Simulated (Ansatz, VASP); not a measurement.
ZrWS3: VASP beside Ansatz

```xyz
5
Lattice="7.9825 0.0000 0.0000 0.0000 1.9188 3.3236 0.0000 -1.9188 3.3236" Properties=species:S:1:pos:R:3 pbc="T T T"
Zr    3.9912    0.0000    4.0780
W     0.0000    0.0000    1.8621
S     5.4787    0.0000    1.8623
S     2.5038    0.0000    1.8623
S     0.0000    0.0000    4.0778
```

Alike in both runs: functional PBE; k mesh 4 × 4 × 4; occupations gaussian, width 0.1 eV; no spin polarisation.

Ansatz relaxed the structure, and its values are those at the end. VASP's run is a single point on that final structure, the one shown.

|  | VASP | Ansatz |
| --- | --- | --- |
| version | VASP 6.6.1 | Ansatz 0.2.0 |
| potentials or method | VASP PAW PBE potentials, release 64 (Zr_sv, W_sv, S) | scalar-relativistic, plane waves, PAW |
| plane-wave cutoff (eV) | 520 | 420 |
| valence electrons in the cell | 44 | 44 |

```csv
,VASP,Ansatz,Ansatz less VASP
gap on the k mesh at the Fermi level (eV),none,none,-
pressure (GPa),0.1,0.0,-0.04
rms of the force components (eV/Å),0.006,0.005,-0.0008
```

A gap of «none» marks a metal or a gap that the smearing closes.

Caveats: the k mesh is coarse (spacing up to 0.47 Å⁻¹), so the values aren't converged. Spin-orbit coupling is left out, which matters for the levels of W.
